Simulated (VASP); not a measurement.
# KYC in VASP: further runs

The runs below take KYC through single point, with PBE.

Program: VASP 6.6.1. These are calculated values, not measurements. Logs are shortened: lines on timing, memory, paths and dates and some standing lists are left out, and cuts for length are marked.

### Step 1. The cell of the first run

The cell holds a sheet with vacuum, 3 atoms: a = 3.818 Å, b = 3.818 Å, c = 30.486 Å, α = 90.00°, β = 90.00°, γ = 120.00°.

The cell was built by a generator and needn't be a form met in nature.

### Step 2. Single point, PBE (species swapped into a sheet of the TeWSe type)

Contents of INCAR:

```
SYSTEM = KYC
ALGO = Fast
DIPOL = 0.5 0.5 0.294
EDIFF = 1E-6
ENCUT = 520
GGA = PE
IDIPOL = 3
ISIF = 2
ISMEAR = 0
LASPH = .True.
LCHARG = .False.
LDIPOL = .True.
LREAL = .False.
LWAVE = .False.
NBANDS = 19
NELM = 100
PREC = Accurate
SIGMA = 0.1
```

Contents of KPOINTS:

```
k-points
0
Gamma
  6 6 1
  0 0 0
```

Contents of POSCAR:

```
KYC
1.0
    3.8180323747     -0.0000000034      0.0000000000
   -1.9090161844      3.3065130306      0.0000000000
    0.0000000000      0.0000000000     30.4861619200
K Y C
1 1 1
Direct
    0.0000000000      0.0000000000      0.2347554044
    0.0000000000      0.0000000000      0.3363597566
    0.3333333333      0.6666666667      0.3106502640
```

Potentials or basis: VASP PAW PBE potentials, release 64 (K_sv, Y_sv, C).

On the command line:

```console
$ cat potpaw_PBE.64/K_sv/POTCAR potpaw_PBE.64/Y_sv/POTCAR potpaw_PBE.64/C/POTCAR > POTCAR
$ mpirun -np 1 vasp_std > vasp.out
```

OUTCAR:

```text
SYSTEM = KYC
   EDIFF = 1E-6
   ENCUT = 520
   GGA = PE
   ISIF = 2
   ISMEAR = 0
   LASPH = .True.
   LREAL = .False.
   NELM = 100
   PREC = Accurate

 ion  position               nearest neighbor table
   1  0.000  0.000  0.235-   2 3.10
   2  0.000  0.000  0.336-   3 2.34   3 2.34   3 2.34   1 3.10
   3  0.333  0.667  0.311-   2 2.34   2 2.34   2 2.34

  LATTYP: Found a hexagonal cell.
 ALAT       =     3.8180323747
 C/A-ratio  =     7.9847835032

  Lattice vectors:

 A1 = (   3.8180323747,  -0.0000000034,   0.0000000000)
 A2 = (  -1.9090161844,   3.3065130306,   0.0000000000)
 A3 = (   0.0000000000,   0.0000000000,  30.4861619200)

Analysis of symmetry for initial positions (statically):
=====================================================================
 Subroutine PRICEL returns:
 Original cell was already a primitive cell.

 Routine SETGRP: Setting up the symmetry group for a
 hexagonal supercell.

 Subroutine GETGRP returns: Found  6 space group operations
 (whereof  6 operations were pure point group operations)
 out of a pool of 24 trial point group operations.

The static configuration has the point symmetry C_3v.

Analysis of symmetry for dynamics (positions and initial velocities):
=====================================================================
 Subroutine PRICEL returns:
 Original cell was already a primitive cell.

 Routine SETGRP: Setting up the symmetry group for a
 hexagonal supercell.

 Subroutine GETGRP returns: Found  6 space group operations
 (whereof  6 operations were pure point group operations)
 out of a pool of 24 trial point group operations.

The dynamic configuration has the point symmetry C_3v.

 Subroutine INISYM returns: Found  6 space group operations
 (whereof  6 operations are pure point group operations),
 and found     1 'primitive' translations

----------------------------------------------------------------------------------------

                                     Primitive cell

  volume of cell :     384.8687

  direct lattice vectors                    reciprocal lattice vectors
     3.818032375 -0.000000003  0.000000000     0.261915013  0.151216703  0.000000000
    -1.909016184  3.306513031  0.000000000     0.000000000  0.302433407  0.000000000
     0.000000000  0.000000000 30.486161920     0.000000000  0.000000000  0.032801768

  length of vectors
[... 72 lines left out ...]
   ISIF   =      2    stress and relaxation
   ISYM   =      2    0-nonsym 1-usesym 2-fastsym
   POTIM  = 0.5000    time-step for ionic-motion
   TEBEG  =    0.0;   TEEND  =   0.0 temperature during run
   PSTRESS=    0.0 pullay stress
   NELECT =      24.0000    total number of electrons
   NUPDOWN=      -1.0000    fix difference up-down
   EMIN   =  10.00;   EMAX   =-10.00  energy-range for DOS
   EFERMI =   0.00;   METHOD = LEGACY
   ISMEAR =     0;   SIGMA  =   0.10  broadening in eV -4-tet -1-fermi 0-gaus
   EFERMI_NEDOS =   21; number of points for ismear=-14 and -15
   IALGO  =     68    algorithm
   IMIX   =      4    mixing-type and parameters
     AMIX     =   0.40;   BMIX     =  1.00
     AMIX_MAG =   1.60;   BMIX_MAG =  1.00
  volume/ion in A,a.u.               =     128.29       865.74
  Fermi-wavevector in a.u.,A,eV,Ry     =   0.649194  1.226798  5.734211  0.421453
  Thomas-Fermi vector in A             =   1.718071
   LORBIT       =      0    0 simple, 1 ext, 2 COOP (PROOUT), +10 PAW based schemes
   GGA     = PE    functional components
   LHFCALC =     F    Hartree Fock is set to
   AEXX    =    0.0000 exact exchange contribution
   IVDW    =     0    specifies the selected vdW correction
   LEPSILON=     F    determine dielectric tensor
   LRPA    =     F    only Hartree local field effects (RPA)
 non-spin polarized calculation
 RMM-DIIS sequential band-by-band and
 Gauss-broadening in eV      SIGMA  =   0.10
  energy-cutoff  :      520.00
  volume of cell :      384.87
 maximum number of plane-waves:     10443
   NGX = 15   NGY = 15   NGZ =113

 dipolmoment           0.000000      0.000000      0.000605 electrons x Angstroem

 number of electron      23.9999998 magnetization

 dipolmoment           0.000000      0.000000     -0.010778 electrons x Angstroem

 Free energy of the ion-electron system (eV)
  ---------------------------------------------------
  ext. energy  EPLUGINS =         0.00000000
  ---------------------------------------------------
  free energy    TOTEN  =       -14.69085144 eV

  energy without entropy =      -14.66402800  energy(sigma->0) =      -14.67743972

 E-fermi :  -1.7292     XC(G=0):  -2.3550

 val. band max:       -1.7815275369   @ k =   0.1667   0.0000   0.0000
 cond. band min:      -1.6469434215   @ k =   0.5000  -0.0000   0.0000
 fundamental gap:      0.1345841154
 Fermi energy:        -1.7291710332

 k-point     1 :       0.0000    0.0000    0.0000
  band No.  band energies     occupation
      1     -43.2717      2.00000
      2     -33.3789      2.00000
      3     -23.6257      2.00000
      4     -23.0824      2.00000
      5     -23.0824      2.00000
      6     -16.9204      2.00000
[... 131 lines left out ...]
      6     -16.9531      2.00000
[... 11 lines left out ...]
     18       2.5847      0.00000
     19       3.2497      0.00000

------------------------ aborting loop because EDIFF is reached ----------------------------------------

 vacuum level on the upper side and lower side of the slab       (xc-potential included)        -0.096         0.054

  FORCE on cell =-STRESS in cart. coord.  units (eV):
  Direction    XX          YY          ZZ          XY          YZ          ZX
  --------------------------------------------------------------------------------------
  -------------------------------------------------------------------------------------
  Total        0.0068750      0.0068750      0.0107918      0.0000000      0.0000000      0.0000000
  in kB        0.0286201      0.0286201      0.0449252      0.0000000      0.0000000      0.0000000
  external PRESSURE =       0.0340552 kB  Pullay stress =       0.0000000 kB

 VOLUME and BASIS-vectors are now :
 -----------------------------------------------------------------------------
  energy-cutoff  :      520.00
  volume of cell :      384.87
      direct lattice vectors                 reciprocal lattice vectors
     3.818032375 -0.000000003  0.000000000     0.261915013  0.151216703  0.000000000
    -1.909016184  3.306513031  0.000000000     0.000000000  0.302433407  0.000000000
     0.000000000  0.000000000 30.486161920     0.000000000  0.000000000  0.032801768

 POSITION                                       TOTAL-FORCE (eV/Angst)
 -----------------------------------------------------------------------------------
      0.00000      0.00000      7.15679        -0.000000      0.000000     -0.006109
      0.00000      0.00000     10.25432         0.000000      0.000000     -0.000080
      0.00000      2.20434      9.47053        -0.000000     -0.000000      0.006189
 -----------------------------------------------------------------------------------
    total drift:                               -0.000000      0.000000      0.004878

  FREE ENERGIE OF THE ION-ELECTRON SYSTEM (eV)
  ---------------------------------------------------
  free  energy   TOTEN  =       -14.6908514372 eV

  energy  without entropy=      -14.6640280029  energy(sigma->0) =      -14.67743972

 vacuum level on the upper side and lower side of the slab         0.923         1.076
```

stdout:

```text
POSCAR found type information on POSCAR K Y C
 POSCAR found :  3 types and       3 ions
 scaLAPACK will be used
 LDA part: xc-table for (Slater+PW92), standard interpolation
 POSCAR, INCAR and KPOINTS ok, starting setup
 FFT: planning ... GRIDC
 FFT: planning ... GRID_SOFT
 FFT: planning ... GRID
 WAVECAR not read
 entering main loop
WARNING in EDDRMM: call to ZHEGV failed, returncode =   6  3     16
```

Wall time 3.1 min (1 thread of Intel Xeon Platinum 8488C (Sapphire Rapids), shared host); peak memory 0.49 GiB.

Results:

| Property | Result |
| --- | --- |
| Free energy | -14.6909 eV |
| Largest force | 0.006 eV/Å |
| Band gap on the k mesh | none (metal or under the smearing width) |

Forces on the atoms (eV/Å):
```
K    0.000  0.000 -0.006
Y    0.000  0.000  0.000
C    0.000  0.000  0.006
```

Levels at points of the mesh, in eV from the Fermi level:
```
           k point  band 10  band 11  band 12  band 13  band 14  band 15
(0.00, 0.00, 0.00)    -1.85    -0.75    -0.75    -0.49     0.19     1.88
(0.50, 0.00, 0.00)    -1.72    -0.26     0.08     1.49     2.17     2.45
```

### Step 3. Single point, PBE (species swapped into a sheet of the TeWSe type)

Contents of INCAR:

```
SYSTEM = KYC
PREC     = Accurate       ! precision mode
ENCUT    = 520            ! plane-wave cutoff, eV
EDIFF    = 1E-6           ! SCF threshold, eV
ISMEAR   = 0              ! smearing method
SIGMA    = 0.1            ! smearing width, eV
LREAL    = .False.        ! projectors in reciprocal space
LASPH    = .True.         ! aspherical terms in the spheres
NELM     = 100            ! most SCF steps
ALGO     = Normal         ! electronic algorithm
ISIF     = 2              ! what is computed and relaxed
LWAVE    = .False.        ! write WAVECAR
LCHARG   = .True.         ! write CHGCAR
LDIPOL   = .True.       
IDIPOL   = 3            
DIPOL    = 0.5 0.5 0.498
GGA      = PE             ! functional
LELF     = .True.         ! ELF
LVHAR    = .True.       
LVACPOTAV= .True.       
NBANDS   = 19             ! bands
```

Contents of KPOINTS:

```
Automatic mesh
0
Gamma
  6 6 1
  0 0 0
```

Contents of POSCAR:

```
KYC
1.0
    3.2856816700      0.0000000000      0.0000000000
   -1.6428408300      2.8454842100      0.0000000000
    0.0000000000      0.0000000000     18.0000000000
K Y C
1 1 1
Direct
    0.0000000000      0.0000000000      0.4071366400
    0.0000000000      0.0000000000      0.5928633600
    0.3333333300      0.6666666700      0.4934246400
```

Potentials or basis: VASP PAW PBE potentials, release 64 (K_sv, Y_sv, C).

On the command line:

```console
$ cat potpaw_PBE.64/K_sv/POTCAR potpaw_PBE.64/Y_sv/POTCAR potpaw_PBE.64/C/POTCAR > POTCAR
$ mpirun -np 1 vasp_std > vasp.out
```

Wall time 36 s (1 thread of Intel Xeon Platinum 8488C (Sapphire Rapids), shared host); peak memory 0.28 GiB.

It converged, with:

* Free energy: -12.1210 eV
* Largest force: 4.364 eV/Å
* Band gap on the k mesh: 0.10 eV, direct
* Ionisation potential of the upper face: 3.99 eV

Forces in eV/Å, atoms in the order of the input:
```
K    0.000  0.000 -2.179
Y    0.000  0.000 -2.185
C    0.000  0.000  4.364
```

Levels at points of the mesh, in eV from the valence-band top:
```csv
k point,band 10,band 11,band 12,band 13,band 14,band 15
"(0.00, 0.00, 0.00)",-3.40,-0.88,-0.06,0.38,0.38,0.53
"(0.50, 0.00, 0.00)",-2.71,-1.79,0.00,0.10,0.98,2.70
```
